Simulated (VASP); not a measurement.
Output of a VASP run:

**OUTCAR**
```
 ion  position               nearest neighbor table
   1  0.564  0.436  0.250-   2 3.05   2 3.05
   2  0.436  0.564  0.750-   1 3.05   1 3.05
   3  0.855  0.145  0.250-
   4  0.145  0.855  0.750-
  LATTYP: Found a base centered orthorhombic cell.
 ALAT       =     5.1054780000
 B/A-ratio  =     2.6425357234
 C/A-ratio  =     0.9853602346
 Subroutine PRICEL returns:
 Original cell was already a primitive cell.
 Subroutine GETGRP returns: Found  8 space group operations
The static configuration has the point symmetry C_2h.
 The point group associated with its full space group is D_2h.
The dynamic configuration has the point symmetry C_2h.
 Subroutine INISYM returns: Found  8 space group operations
 Subroutine IBZKPT returns following result:
 Found      8 irreducible k-points:

 Following reciprocal coordinates:
            Coordinates               Weight
  0.000000  0.000000  0.000000      1.000000
  0.333333 -0.000000  0.000000      4.000000
  0.333333  0.333333  0.000000      2.000000
 -0.333333  0.333333  0.000000      2.000000
  0.000000  0.000000  0.333333      2.000000
  0.333333 -0.000000  0.333333      8.000000
  0.333333  0.333333  0.333333      4.000000
 -0.333333  0.333333  0.333333      4.000000
   k-points           NKPTS =      8   k-points in BZ     NKDIM =      8   number of bands    NBANDS=     19
   number of dos      NEDOS =    301   number of ions     NIONS =      4
   total plane-waves  NPLWV =  49392
   dimension x,y,z NGX =    42 NGY =   42 NGZ =   28
   dimension x,y,z NGXF=    84 NGYF=   84 NGZF=   56
   ions per type =               2   2
   PREC   = accura    normal or accurate (medium, high low for compatibility)
   ISTART =      0    job   : 0-new  1-cont  2-samecut
   ICHARG =      2    charge: 1-file 2-atom 10-const
   ISPIN  =      1    spin polarized calculation?
   LNONCOLLINEAR =      F non collinear calculations
   LSORBIT =      F    spin-orbit coupling
   INIWAV =      1    electr: 0-lowe 1-rand  2-diag
   ENCUT  =  300.0 eV  22.05 Ry    4.70 a.u.  10.19 10.19  7.10*2*pi/ulx,y,z
   NELM   =    100;   NELMIN=  2; NELMDL= -5     # of ELM steps
   EDIFF  = 0.1E-05   stopping-criterion for ELM
   LREAL  =      F    real-space projection
   NLSPLINE    = F    spline interpolate recip. space projectors
   LMAXMIX     =    6 max onsite mixed and CHGCAR
   VOSKOWN=      0    Vosko Wilk Nusair interpolation
   EDIFFG = 0.1E-04   stopping-criterion for IOM
   NSW    =      0    number of steps for IOM
   NBLOCK =      1;   KBLOCK =      1    inner block; outer block
   IBRION =     -1    ionic relax: 0-MD 1-quasi-New 2-CG
   NFREE  =      0    steps in history (QN), initial steepest desc. (CG)
   ISIF   =      2    stress and relaxation
   ISYM   =      2    0-nonsym 1-usesym 2-fastsym
   TEIN   =    0.0    initial temperature
   TEBEG  =    0.0;   TEEND  =   0.0 temperature during run
   SMASS  =  -3.00    Nose mass-parameter (am)
   PSTRESS=    0.0 pullay stress
   NELECT =      30.0000    total number of electrons
   EFERMI =   0.00;   METHOD = LEGACY
   ISMEAR =    -1;   SIGMA  =   0.10  broadening in eV -4-tet -1-fermi 0-gaus
   IALGO  =     38    algorithm
   LDIAG  =      T    sub-space diagonalisation (order eigenvalues)
   IMIX   =      4    mixing-type and parameters
     AMIX     =   0.40;   BMIX     =  1.00
     AMIX_MAG =   1.60;   BMIX_MAG =  1.00
     AMIN     =   0.10
   GGA     = PS    functional components
   VOSKOWN =     0    Vosko Wilk Nusair interpolation
   LHFCALC =     F    Hartree Fock is set to
   LHFONE  =     F    Hartree Fock one center treatment
   AEXX    =    0.0000 exact exchange contribution
   IVDW    =     0    specifies the selected vdW correction
   LEPSILON=     F    determine dielectric tensor
   LRPA    =     F    only Hartree local field effects (RPA)
  energy-cutoff  :      300.00
  volume of cell :      173.26
      direct lattice vectors                 reciprocal lattice vectors
...
```

**OSZICAR**
```
       N       E                     dE             d eps       ncg     rms          rms(c)
DAV:   1     0.114707319463E+03    0.11471E+03   -0.81785E+03   304   0.817E+02
DAV:   2    -0.369317241177E+01   -0.11840E+03   -0.11321E+03   401   0.160E+02
DAV:   3    -0.135443916051E+02   -0.98512E+01   -0.85616E+01   413   0.453E+01
DAV:   4    -0.139271257477E+02   -0.38273E+00   -0.37696E+00   401   0.898E+00
DAV:   5    -0.139342505216E+02   -0.71248E-02   -0.71192E-02   352   0.130E+00    0.296E+00
DAV:   6    -0.138195461919E+02    0.11470E+00   -0.15894E+00   372   0.636E+00    0.405E+00
DAV:   7    -0.135790938837E+02    0.24045E+00   -0.10398E+00   353   0.564E+00    0.997E-01
DAV:   8    -0.135592145033E+02    0.19879E-01   -0.73712E-02   357   0.141E+00    0.492E-01
DAV:   9    -0.135601496954E+02   -0.93519E-03   -0.90870E-03   341   0.509E-01    0.128E-01
DAV:  10    -0.135603724565E+02   -0.22276E-03   -0.41627E-04   412   0.113E-01    0.872E-02
DAV:  11    -0.135604428190E+02   -0.70363E-04   -0.79581E-05   350   0.563E-02    0.204E-02
DAV:  12    -0.135604444081E+02   -0.15892E-05   -0.73525E-06   347   0.158E-02    0.363E-03
DAV:  13    -0.135604460228E+02   -0.16147E-05   -0.19147E-06   261   0.797E-03    0.296E-03
DAV:  14    -0.135604462588E+02   -0.23601E-06   -0.23482E-07   173   0.240E-03
   1 F= -.13560446E+02 E0= -.13461803E+02  d E =-.197287E+00
```

**OUTCAR**
```
------------------------ aborting loop because EDIFF is reached ----------------------------------------
  FORCE on cell =-STRESS in cart. coord.  units (eV):
  Direction    XX          YY          ZZ          XY          YZ          ZX
  --------------------------------------------------------------------------------------
  Total      -12.8620522    -11.9495002    -11.9874552      0.0000000      0.0000000      0.0000000
  in kB     -118.9393932   -110.5007416   -110.8517235      0.0000000      0.0000000      0.0000000
  external PRESSURE =    -113.4306194 kB  Pullay stress =       0.0000000 kB
  volume of cell :      173.26
      direct lattice vectors                 reciprocal lattice vectors
     2.552739000 -6.745704000  0.000000000     0.195868046 -0.074121248  0.000000000
     2.552739000  6.745704000  0.000000000     0.195868046  0.074121248  0.000000000
     0.000000000  0.000000000  5.030735000     0.000000000  0.000000000  0.198778111
 POSITION                                       TOTAL-FORCE (eV/Angst)
 -----------------------------------------------------------------------------------
      2.55274     -0.86345      1.25768         0.000000     -0.079008      0.000000
      2.55274      0.86345      3.77305         0.000000      0.079008     -0.000000
      2.55274     -4.78608      1.25768         0.000000     -0.775449     -0.000000
      2.55274      4.78608      3.77305         0.000000      0.775449      0.000000
 -----------------------------------------------------------------------------------
    total drift:                               -0.000000     -0.000000     -0.000000
  FREE ENERGIE OF THE ION-ELECTRON SYSTEM (eV)
  ---------------------------------------------------
  free  energy   TOTEN  =       -13.5604462588 eV

  energy  without entropy=      -13.3631593859  energy(sigma->0) =      -13.46180282
```
(Selected blocks of OUTCAR.)

POSCAR:
```
SbPt
1
    2.5527390000    -6.7457040000     0.0000000000
    2.5527390000     6.7457040000     0.0000000000
    0.0000000000     0.0000000000     5.0307350000
Sb Pt
2 2
Direct
  0.5640000000   0.4360000000   0.2500000000
  0.4360000000   0.5640000000   0.7500000000
  0.8547500000   0.1452500000   0.2500000000
  0.1452500000   0.8547500000   0.7500000000
```

Task: Write an INCAR and KPOINTS that could have produced this output.

Result: This is not unique; one that fits is the input of the run itself, PBEsol GGA, plane waves, VASP's PBE PAW potentials (set 64).

### KPOINTS
```
Automatic mesh
0
Gamma
3 3 3
0 0 0
```

**INCAR**
```
! general
SYSTEM  = SbPt
PREC    = Accurate
ENCUT   = 300
LREAL   = F
LASPH   = T   ! aspherical one-centre terms

! electronic loop
EDIFF   = 1E-6
NELM    = 100
ALGO    = Normal
LMAXMIX = 6

! smearing
ISMEAR  = -1   ! Fermi-Dirac
SIGMA   = 0.1   ! width (eV)

! functional
GGA     = PS

! ions
ISIF    = 2   ! forces and stress, cell fixed

! output
LWAVE   = F
LCHARG  = F
```

POTCAR, in this order: Sb Pt (PBE.64 set). Program: vasp_std.

At this cut-off the stress carries a Pulay error, which pulls relaxed volumes low.

The structure was generated: SbPt was put into an ordered model structure, which need not be its known phase. The cell was not relaxed at this level. The k-mesh is coarse (spacing up to 0.44 per Å, 2π included), so the numbers may not be converged in it. The run is one of a series of settings (GGA = PS against the base run), some of them coarse on purpose.
